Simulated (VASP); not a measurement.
# Ga11CuP12 (a cell with a defect) in VASP: further runs

The runs below take Ga11CuP12 (a cell with a defect) through relaxation of the atoms, single point, with PBEsol+U.

Program: VASP 6.6.1. These are calculated values, not measurements. Logs are shortened: lines on timing, memory, paths and dates and some standing lists are left out, and cuts for length are marked.

### 1 Starting point

The cell holds a defect, 24 atoms: a = 11.562 Å, b = 7.708 Å, c = 7.708 Å, α = 60.00°, β = 60.00°, γ = 60.00°.

### 2 Relaxation of the atoms, PBEsol+U, collinear spin, ferromagnetic start (atoms moved at random, drawn with an rms of 0.05 Å)

INCAR reads:

```
SYSTEM = Ga11CuP12
ALGO     = Normal         ! electronic algorithm
EDIFF    = 1E-5           ! SCF threshold, eV
EDIFFG   = -0.03          ! ionic threshold
ENCUT    = 350            ! plane-wave cutoff, eV
GGA      = PS             ! functional
IBRION   = 2              ! ionic algorithm
ISIF     = 2              ! what is computed and relaxed
ISMEAR   = 0              ! smearing method
ISPIN    = 2              ! spin polarisation
ISYM     = 0            
KPAR     = 2            
LASPH    = .True.         ! aspherical terms in the spheres
LCHARG   = .False.        ! write CHGCAR
LDAU     = .True.         ! DFT+U
LDAUJ    = 0 0 0        
LDAUL    = 2 -1 -1        ! shell
LDAUPRINT= 1            
LDAUTYPE = 2            
LDAUU    = 5 0 0          ! U, eV
LMAXMIX  = 4              ! l up to which the mixer works
LORBIT   = 11             ! projections on sites
LREAL    = Auto         
LWAVE    = .False.        ! write WAVECAR
MAGMOM   = 2 0 0 0 0 0 0 0 0 0 0 0 0 0 0 0 0 0 0 0 0 0 0 0 ! initial moments
NELM     = 120            ! most SCF steps
NSW      = 60             ! ionic steps
NUPDOWN  = 2              ! fixed moment
PREC     = Accurate       ! precision mode
SIGMA    = 0.03           ! smearing width, eV
```

KPOINTS reads:

```
k-points
0
Gamma
  2 2 2
  0 0 0
```

POSCAR reads:

```
Ga11CuP12
1.0
    0.0000000000      8.1757500000      8.1757500000
    5.4505000000      0.0000000000      5.4505000000
    5.4505000000      5.4505000000      0.0000000000
Cu Ga P
1 11 12
Direct
    0.0026930000     -0.0047340000      0.0007280000
    0.0009220000      0.0002220000      0.4963760000
   -0.0007640000      0.5039300000      0.0036800000
   -0.0011640000      0.5027790000      0.5014520000
    0.3342000000      0.0014640000      0.0000180000
    0.3336790000     -0.0080660000      0.5035100000
    0.3323630000      0.5015690000     -0.0026530000
    0.3299620000      0.5011110000      0.5077810000
    0.6610100000     -0.0042580000      0.0009000000
    0.6665240000     -0.0034350000      0.5093560000
    0.6629180000      0.4937850000      0.0083040000
    0.6620210000      0.4877440000      0.5107610000
    0.0859520000      0.1264460000      0.1227270000
    0.0822150000      0.1276490000      0.6260730000
    0.0857930000      0.6223590000      0.1188970000
    0.0834510000      0.6285630000      0.6228760000
    0.4144330000      0.1267200000      0.1276620000
    0.4181430000      0.1173550000      0.6268260000
    0.4123750000      0.6286000000      0.1250570000
    0.4165950000      0.6312330000      0.6160590000
    0.7496850000      0.1217200000      0.1322110000
    0.7497820000      0.1272970000      0.6257210000
    0.7478970000      0.6331200000      0.1283070000
    0.7461250000      0.6241690000      0.6249840000
```

Potentials or basis: VASP PAW PBE potentials, release 64 (Cu, Ga_d, P).

Run with:

```
cat potpaw_PBE.64/Cu/POTCAR potpaw_PBE.64/Ga_d/POTCAR potpaw_PBE.64/P/POTCAR > POTCAR
mpirun -np 4 vasp_std > vasp.out
```

OUTCAR:

```text
SYSTEM = Ga11CuP12
   EDIFF = 1E-5
   EDIFFG = -0.03
   ENCUT = 350
   GGA = PS
   IBRION = 2
   ISIF = 2
   ISMEAR = 0
   ISPIN = 2
   ISYM = 0
   LASPH = .True.
   LORBIT = 11
   LREAL = Auto
   NELM = 120
   NSW = 60
   NUPDOWN = 2
   PREC = Accurate

 ion  position               nearest neighbor table
   1  0.003  0.995  0.001-  15 2.35  14 2.36  13 2.38  21 2.39
   2  0.001  0.000  0.496-  16 2.34  13 2.35  22 2.37  14 2.39
   3  0.999  0.504  0.004-  15 2.29  23 2.37  13 2.38  16 2.40
   4  0.999  0.503  0.501-  16 2.35  14 2.36  24 2.39  15 2.41
   5  0.334  0.001  0.000-  13 2.34  19 2.35  17 2.35  18 2.35
   6  0.334  0.992  0.504-  20 2.27  18 2.36  17 2.37  14 2.37
[... 16 lines left out ...]
  23  0.748  0.633  0.128-   9 2.28   3 2.37  12 2.41  11 2.44
  24  0.746  0.624  0.625-  10 2.35  12 2.37   4 2.39  11 2.41

IMPORTANT INFORMATION: All symmetrisations will be switched off!
NOSYMM: (Re-)initialisation of all symmetry stuff for point group C_1.

----------------------------------------------------------------------------------------

                                     Primitive cell

  volume of cell :     485.7695

  direct lattice vectors                    reciprocal lattice vectors
     0.000000000  8.175750000  8.175750000    -0.061156469  0.061156469  0.061156469
     5.450500000  0.000000000  5.450500000     0.091734703 -0.091734703  0.091734703
     5.450500000  5.450500000  0.000000000     0.091734703  0.091734703 -0.091734703

  length of vectors
    11.562256533  7.708171022  7.708171022     0.105926111  0.158889167  0.158889167

  position of ions in fractional coordinates (direct lattice)
     0.002693000  0.995266000  0.000728000
     0.000922000  0.000222000  0.496376000
     0.999236000  0.503930000  0.003680000
     0.998836000  0.502779000  0.501452000
     0.334200000  0.001464000  0.000018000
     0.333679000  0.991934000  0.503510000
[... 16 lines left out ...]
     0.747897000  0.633120000  0.128307000
     0.746125000  0.624169000  0.624984000

  ion indices of the primitive-cell ions
   primitive index   ion index
                 1           1
                 2           2
                 3           3
                 4           4
                 5           5
                 6           6
[... 16 lines left out ...]
                23          23
                24          24

----------------------------------------------------------------------------------------

 KPOINTS: k-points

Automatic generation of k-mesh.
 Grid dimensions read from file:
 generate k-points for:    2    2    2

 Generating k-lattice:

  Cartesian coordinates                     Fractional coordinates (reciprocal lattice)
    -0.030578234  0.030578234  0.030578234     0.500000000  0.000000000  0.000000000
     0.045867352 -0.045867352  0.045867352     0.000000000  0.500000000  0.000000000
     0.045867352  0.045867352 -0.045867352     0.000000000  0.000000000  0.500000000

  Length of vectors
     0.052963056  0.079444583  0.079444583

  Shift w.r.t. Gamma in fractional coordinates (k-lattice)
     0.000000000  0.000000000  0.000000000

 Subroutine IBZKPT returns following result:
 ===========================================

 Found      8 irreducible k-points:

 Following reciprocal coordinates:
            Coordinates               Weight
  0.000000  0.000000  0.000000      1.000000
  0.500000  0.000000  0.000000      1.000000
[... 71 lines left out ...]

 Free energy of the ion-electron system (eV)
  ---------------------------------------------------
  ext. energy  EPLUGINS =         0.00000000
  ---------------------------------------------------
  free energy    TOTEN  =      -115.02333241 eV

  energy without entropy =     -115.02125995  energy(sigma->0) =     -115.02229618

------------------------ aborting loop because EDIFF is reached ----------------------------------------

  FORCE on cell =-STRESS in cart. coord.  units (eV):
  Direction    XX          YY          ZZ          XY          YZ          ZX
  --------------------------------------------------------------------------------------
  -------------------------------------------------------------------------------------
  Total       -3.8189459     -4.1294073     -3.5650528     -1.9966438     -0.5755285      2.0202056
  in kB      -12.5957432    -13.6197150    -11.7583467     -6.5853808     -1.8982227      6.6630930
  external PRESSURE =     -12.6579350 kB  Pullay stress =       0.0000000 kB
[... 155 lines left out ...]
  FREE ENERGIE OF THE ION-ELECTRON SYSTEM (eV)
  ---------------------------------------------------
  free  energy   TOTEN  =      -115.3700564323 eV

  energy  without entropy=     -115.3683884954  energy(sigma->0) =     -115.36922246

[... ionic steps 4 to 9 ...]

--------------------------------------- Ionic step       10  -------------------------------------------

 number of electron     213.9999964 magnetization       2.0000001

------------------------ aborting loop because EDIFF is reached ----------------------------------------
[... 105 lines left out ...]
  FREE ENERGIE OF THE ION-ELECTRON SYSTEM (eV)
  ---------------------------------------------------
  free  energy   TOTEN  =      -115.4474716344 eV

  energy  without entropy=     -115.4473417031  energy(sigma->0) =     -115.44740667

atom =   1  type =  1  l = 2

 onsite density matrix

spin component  1

  0.9527  0.0011  0.0001 -0.0010 -0.0000
  0.0011  0.9525  0.0001  0.0011 -0.0000
  0.0001  0.0001  0.9437 -0.0000  0.0000
 -0.0010  0.0011 -0.0000  0.9527 -0.0001
 -0.0000 -0.0000  0.0000 -0.0001  0.9438

spin component  2

  0.8937 -0.0069 -0.0018  0.0074 -0.0003
 -0.0069  0.8928 -0.0016 -0.0068  0.0022
 -0.0018 -0.0016  0.9429  0.0013  0.0000
  0.0074 -0.0068  0.0013  0.8917  0.0015
 -0.0003  0.0022  0.0000  0.0015  0.9431

 occupancies and eigenvectors

  o =  0.8849  v =  0.0000  0.0000  0.0000  0.0000  0.0000 -0.4377  0.3408 -0.0228  0.8309 -0.0364      0.0000  0.0000  0.0000  0.0000  0.0000  0.0000  0.0000  0.0000  0.0000  0.0000
  o =  0.8861  v =  0.0000  0.0000  0.0000  0.0000  0.0000 -0.6584 -0.7500 -0.0410 -0.0392  0.0264      0.0000  0.0000  0.0000  0.0000  0.0000  0.0000  0.0000  0.0000  0.0000  0.0000
  o =  0.9069  v =  0.0000  0.0000  0.0000  0.0000  0.0000 -0.6116  0.5645  0.0145 -0.5540 -0.0153      0.0000  0.0000  0.0000  0.0000  0.0000  0.0000  0.0000  0.0000  0.0000  0.0000
  o =  0.9431  v =  0.0000  0.0000  0.0000  0.0000  0.0000  0.0287  0.0279 -0.9957 -0.0272 -0.0790      0.0000  0.0000  0.0000  0.0000  0.0000  0.0000  0.0000  0.0000  0.0000  0.0000
  o =  0.9432  v =  0.0000  0.0000  0.0000  0.0000  0.0000 -0.0057  0.0432 -0.0785  0.0208  0.9957      0.0000  0.0000  0.0000  0.0000  0.0000  0.0000  0.0000  0.0000  0.0000  0.0000
  o =  0.9437  v = -0.0096 -0.0064  0.9084 -0.0009 -0.4179  0.0000  0.0000  0.0000  0.0000  0.0000      0.0000  0.0000  0.0000  0.0000  0.0000  0.0000  0.0000  0.0000  0.0000  0.0000
  o =  0.9438  v = -0.0024 -0.0016  0.4179  0.0086  0.9085  0.0000  0.0000  0.0000  0.0000  0.0000      0.0000  0.0000  0.0000  0.0000  0.0000  0.0000  0.0000  0.0000  0.0000  0.0000
  o =  0.9505  v =  0.5524 -0.6261 -0.0002  0.5504 -0.0047  0.0000  0.0000  0.0000  0.0000  0.0000      0.0000  0.0000  0.0000  0.0000  0.0000  0.0000  0.0000  0.0000  0.0000  0.0000
  o =  0.9537  v = -0.6540  0.0840 -0.0079  0.7518 -0.0051  0.0000  0.0000  0.0000  0.0000  0.0000      0.0000  0.0000  0.0000  0.0000  0.0000  0.0000  0.0000  0.0000  0.0000  0.0000
  o =  0.9537  v =  0.5168  0.7752  0.0090  0.3631 -0.0048  0.0000  0.0000  0.0000  0.0000  0.0000      0.0000  0.0000  0.0000  0.0000  0.0000  0.0000  0.0000  0.0000  0.0000  0.0000

--------------------------------------- Ionic step       12  -------------------------------------------

 number of electron     213.9999953 magnetization       2.0000001

 Free energy of the ion-electron system (eV)
  ---------------------------------------------------
  ext. energy  EPLUGINS =         0.00000000
  ---------------------------------------------------
  free energy    TOTEN  =      -115.44833263 eV

  energy without entropy =     -115.44819595  energy(sigma->0) =     -115.44826429

 E-fermi :   4.1076     XC(G=0):  -9.9966

 val. band max:        4.7509888814   @ k =   0.0000   0.0000   0.0000
 cond. band min:       4.1604610239   @ k =   0.5000   0.0000   0.0000
 fundamental gap:     -0.5905278575
 Fermi energy:         4.9354733386

 spin component 1

 k-point     1 :       0.0000    0.0000    0.0000
  band No.  band energies     occupation
      1     -10.2092      1.00000
      2     -10.2060      1.00000
      3     -10.2053      1.00000
      4     -10.1877      1.00000
      5     -10.1842      1.00000
      6     -10.1700      1.00000
[... 965 lines left out ...]
    118       8.1496      0.00000
    119       8.3676      0.00000
 Fermi energy:         4.1076256790

 spin component 2

 k-point     1 :       0.0000    0.0000    0.0000
  band No.  band energies     occupation
      1     -10.2024      1.00000
      2     -10.1979      1.00000
      3     -10.1972      1.00000
      4     -10.1806      1.00000
      5     -10.1766      1.00000
      6     -10.1605      1.00000
[... 965 lines left out ...]
    118       8.2259      0.00000
    119       8.4280      0.00000
 [bands above 119 left out]

------------------------ aborting loop because EDIFF is reached ----------------------------------------

  FORCE on cell =-STRESS in cart. coord.  units (eV):
  Direction    XX          YY          ZZ          XY          YZ          ZX
  --------------------------------------------------------------------------------------
  -------------------------------------------------------------------------------------
  Total       -5.0183267     -4.9686755     -4.9192868      0.1047242     -0.0284082      0.0658558
  in kB      -16.5515713    -16.3878103    -16.2249152      0.3454039     -0.0936966      0.2172071
  external PRESSURE =     -16.3880989 kB  Pullay stress =       0.0000000 kB
[... 39 lines left out ...]
  FREE ENERGIE OF THE ION-ELECTRON SYSTEM (eV)
  ---------------------------------------------------
  free  energy   TOTEN  =      -115.4483326336 eV

  energy  without entropy=     -115.4481959483  energy(sigma->0) =     -115.44826429

 reached required accuracy - stopping structural energy minimisation

 total charge

# of ion       s       p       d       tot
------------------------------------------
    1        0.450   0.437   9.287  10.175
    2        0.865   0.839  10.007  11.711
    3        0.865   0.840  10.007  11.712
    4        0.865   0.839  10.007  11.711
    5        0.865   0.844  10.006  11.716
    6        0.862   0.849  10.007  11.719
[... 16 lines left out ...]
   23        1.016   1.504   0.000   2.520
   24        1.015   1.506   0.000   2.521
--------------------------------------------------
tot         22.185  27.632 119.367 169.184

 magnetization (x)

# of ion       s       p       d       tot
------------------------------------------
    1       -0.003   0.064   0.181   0.243
    2       -0.003   0.015   0.009   0.021
    3       -0.003   0.014   0.009   0.020
    4       -0.003   0.014   0.008   0.019
    5       -0.003   0.012   0.008   0.017
    6       -0.002   0.006   0.007   0.012
[... 16 lines left out ...]
   23        0.001   0.030   0.000   0.031
   24        0.001   0.027   0.000   0.028
--------------------------------------------------
tot          0.010   0.967   0.255   1.232
```

Run time: 54 min. Hardware: 4 MPI ranks of Intel Xeon Platinum 8488C (Sapphire Rapids), shared host; peak memory 0.47 GiB.

Results:

| Property | Result |
| --- | --- |
| Free energy | -115.4483 eV |
| Energy gained by relaxing | 17.7 meV/atom |
| Ionic steps | 12 |
| Pressure after relaxing | -1.6 GPa |
| Largest force after relaxing | 0.024 eV/Å |
| Net moment | 2.00 μB per cell |
| Site moments | Cu +0.24; Ga +0.02, +0.01; P +0.16, +0.15, +0.01, +0.07, +0.04, +0.02, +0.10, +0.03 μB |
| Valence electrons inside the program's atomic spheres | Cu 10.18; Ga 11.71, 11.72; P 2.49, 2.53, 2.52, 2.50 |

Forces on the atoms (eV/Å):
```
Cu   0.002  0.003  0.002
Ga  -0.002  0.000 -0.016
Ga  -0.006  0.004 -0.003
Ga  -0.003  0.006  0.000
Ga  -0.006  0.005 -0.002
Ga   0.000  0.003  0.003
Ga   0.004  0.011 -0.006
Ga  -0.001  0.002  0.015
Ga  -0.004 -0.007 -0.003
Ga   0.002 -0.010  0.005
Ga  -0.003 -0.009  0.001
Ga   0.008 -0.008  0.008
P   -0.012  0.012 -0.010
P    0.000  0.006 -0.003
P    0.006 -0.002  0.002
P   -0.012  0.010 -0.004
P   -0.009  0.003 -0.004
P    0.014 -0.002 -0.006
P   -0.004  0.006  0.007
P    0.008  0.005 -0.004
P    0.008 -0.020  0.009
P    0.008 -0.007 -0.008
P   -0.003 -0.017  0.006
P    0.009  0.004  0.012
```

Step by step:
```csv
step,energy change (eV),largest force (eV/Å),pressure (GPa)
1,0.0000,1.0827,-1.27
2,-0.3144,0.5267,-1.40
3,-0.3467,0.4083,-1.49
4,-0.3992,0.2397,-1.55
5,-0.4133,0.1942,-1.60
6,-0.4141,0.1919,-1.59
7,-0.4216,0.0540,-1.63
8,-0.4218,0.0683,-1.61
9,-0.4235,0.0329,-1.65
10,-0.4238,0.0335,-1.62
11,-0.4241,0.0392,-1.64
12,-0.4250,0.0237,-1.64
```

Final structure:
```cif
data_structure
_symmetry_space_group_name_H-M 'P 1'
_symmetry_Int_Tables_number 1
_cell_length_a 11.5623
_cell_length_b 7.7082
_cell_length_c 7.7082
_cell_angle_alpha 60.000
_cell_angle_beta 60.000
_cell_angle_gamma 60.000
_cell_volume 485.77
loop_
_atom_site_label
_atom_site_type_symbol
_atom_site_fract_x
_atom_site_fract_y
_atom_site_fract_z
_atom_site_occupancy
Cu1 Cu 0.99854 0.00066 0.00132 1
Ga1 Ga 0.00195 0.00249 0.49751 1
Ga2 Ga 0.00068 0.49921 0.00190 1
Ga3 Ga 0.00038 0.49863 0.49906 1
Ga4 Ga 0.32933 0.00183 0.00280 1
Ga5 Ga 0.32872 0.00177 0.50271 1
Ga6 Ga 0.32857 0.50268 0.00188 1
Ga7 Ga 0.33049 0.49942 0.50219 1
Ga8 Ga 0.66723 0.99996 0.00399 1
Ga9 Ga 0.66697 0.99854 0.49908 1
Ga10 Ga 0.66613 0.49305 0.00539 1
Ga11 Ga 0.66555 0.49755 0.50288 1
P1 P 0.08003 0.12272 0.12123 1
P2 P 0.08020 0.12207 0.63667 1
P3 P 0.07985 0.63604 0.12251 1
P4 P 0.08118 0.62653 0.62604 1
P5 P 0.41603 0.12568 0.12599 1
P6 P 0.41626 0.12353 0.62626 1
P7 P 0.41530 0.62491 0.12620 1
P8 P 0.41564 0.62476 0.62544 1
P9 P 0.75787 0.11822 0.12421 1
P10 P 0.75071 0.12197 0.62701 1
P11 P 0.74969 0.62306 0.12709 1
P12 P 0.74953 0.62207 0.62823 1
```

Eigenvalues of the final occupation matrices:
| site | spin | trace | eigenvalues |
| --- | --- | --- | --- |
| site 1 d | 1 | 4.75 | 0.94 0.94 0.95 0.95 0.95 |
| site 1 d | 2 | 4.56 | 0.88 0.89 0.91 0.94 0.94 |

Caveat: the k mesh is coarse (spacing up to 0.50 Å⁻¹), so the values aren't converged; the cutoff is under 1.25 times the usual one of these potentials, so pressure, stress and relaxed cells hold a basis-set (Pulay) error; the PAW data sets were made with another functional, which shifts forces and pressure a little; the total moment is fixed, so each spin has its own Fermi level; the U is typed as a test and isn't derived for this compound. The state reached can hang on the start; a lower one may exist.

(Continued in part 2 of 3.)
